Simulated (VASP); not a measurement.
MgS (rock salt), at 0.96 of the tabulated volume:

```
CELL_PARAMETERS angstrom
      0.00000     2.56486     2.56486
      2.56486     0.00000     2.56486
      2.56486     2.56486     0.00000
ATOMIC_POSITIONS crystal
  Mg 0.00000 0.00000 0.00000
  S  0.50000 0.50000 0.50000
```

The lowest empty band near X, direction across the valley's axis, from mBJ (TB09) with spin-orbit coupling in VASP (PAW); its two spin partners are averaged. The gap over the points computed is 4.05 eV, and the next band on that side lies 1.17 eV away at the edge.

Numerical set-up: 400 eV cut-off, 10×10×10 Γ-centred mesh, Gaussian smearing of 0.050 eV, potentials Mg S.

```tsv
distance from the edge in k (1/Å)	distance in energy (meV)
0.018	3.6
0.025	7.0
0.035	13.8
0.050	28.1
0.070	54.9
```

### Question
Fit E(1 + αE) = ħ²k²/2m* (ħ²/2m0 = 3.810 eV Å²) and predict the row at 0.095 1/Å.

### Answer
The rows don't resolve α, so a parabola serves: the electron mass is m* = 0.340 m0, and so 101.2 meV. The run gave 100.6 meV, -0.6 meV from the fit.

Left out are points under 3 meV from the edge, since the levels carry 0.1 meV, and points farther than half the way to the next band.

The compound is MgS in the rock salt structure. The cell was not relaxed at this level.
